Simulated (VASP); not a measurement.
Consider the following.

```
AlCo
1.0
    2.79374     0.00000     0.00000
    0.00000     2.79374     0.00000
    0.00000     0.00000     2.79374
Al Co
1 1
Cartesian
  1.39687   1.39687   1.39687
  0.00000   0.00000   0.00000
```

The numbers are results of AM05 GGA, VASP's PBE PAW potentials (set 64) (plane waves; VASP), not measurements. Numerical set-up: 520 eV cut-off, 13×13×13 Γ-centred mesh, first-order Methfessel-Paxton smearing of 0.10 eV, potentials Al Co.

Q: Predict the energy per atom (σ→0), pressure, band gap (on the k-mesh) with the smallest direct gap where there is one.

A: 
The band gap (on the k-mesh) comes out as none (metal, semimetal or under 0.01 eV) and the energy per atom (σ→0) is -6377 meV/atom. The pressure is 6.19 GPa.

The compound is CoAl in the CsCl type structure. This cell is one point of a volume scan, at 0.97 of the reference volume. The run is not spin-polarised, so no magnetic state was tried.
